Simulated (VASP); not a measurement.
These are PBEsol GGA, VASP's PBE PAW potentials (set 64) (plane waves; VASP) values and carry that method's errors.

VASP ran on this input.

**INCAR**
```
! general
SYSTEM   =  Ga4As3P
PREC     =  Accurate
ENCUT    =  400   ! plane-wave cut-off (eV)
LREAL    =  .FALSE.   ! projection in real space or not
LASPH    =  .TRUE.

! electronic loop
EDIFF    =  1E-6
NELM     =  100
ALGO     =  Normal   ! blocked Davidson
LMAXMIX  =  4   ! l cut-off of mixed one-centre charges

! smearing
ISMEAR   =  0   ! Gaussian
SIGMA    =  0.05   ! width (eV)

! functional
GGA      =  PS   ! PBEsol

! ions
IBRION   =  2   ! conjugate gradients
NSW      =  60   ! most ionic steps
ISIF     =  3   ! ions, shape and volume
EDIFFG   =  -0.02   ! ionic stop

! output
LWAVE    =  .FALSE.
LCHARG   =  .FALSE.
```

### POSCAR
```
Ga4As3P
1
    5.6037856173    -0.0000000000    -0.0000000000
   -0.0000000000     5.6037856173    -0.0000000000
   -0.0000000000    -0.0000000000     5.6037856173
Ga P As
4 1 3
Direct
  0.0043153817   0.0043153817   0.0043153817
  0.4956846183   0.4956846183   0.0043153817
  0.4956846183   0.0043153817   0.4956846183
  0.0043153817   0.4956846183   0.4956846183
  0.2500000000   0.2500000000   0.2500000000
  0.7500000000   0.7500000000   0.2500000000
  0.7500000000   0.2500000000   0.7500000000
  0.2500000000   0.7500000000   0.7500000000
```

File KPOINTS:
```
Automatic mesh
0
Gamma
4 4 4
0 0 0
```

POTCAR, in this order: Ga_d P As (PBE.64 set). Program: vasp_std.

Question: Estimate the energy per atom (σ→0), volume per atom, band gap (on the k-mesh).

Answer: 
| Item | Result |
|---|---|
| energy per atom (σ→0) | -4.641 eV/atom |
| band gap (on the k-mesh) | 0.77 eV |
| volume per atom | 21.92 Å^3/atom |

### OSZICAR
```
...
DAV:   1    -0.371313760511E+02   -0.59582E-02   -0.15334E-01  1092   0.397E+00    0.482E-01
DAV:   2    -0.371271151786E+02    0.42609E-02   -0.22881E-02  1065   0.181E+00    0.215E-01
DAV:   3    -0.371259270541E+02    0.11881E-02   -0.28941E-03  1331   0.494E-01    0.500E-02
DAV:   4    -0.371258216455E+02    0.10541E-03   -0.55777E-04   960   0.200E-01    0.248E-02
DAV:   5    -0.371258164807E+02    0.51648E-05   -0.48953E-05  1117   0.805E-02    0.764E-03
DAV:   6    -0.371258138347E+02    0.26461E-05   -0.21552E-05   868   0.565E-02    0.261E-03
DAV:   7    -0.371258140144E+02   -0.17975E-06   -0.26928E-06   697   0.956E-03
   2 F= -.37125814E+02 E0= -.37125814E+02  d E =-.395963E-03
```

The structure was generated: Ga4As3P was put into an ordered model structure (P-43m), which need not be its known phase. This run relaxes it. Symmetry was kept, so distortions that lower it aren't found. The start is the result of an earlier pass.
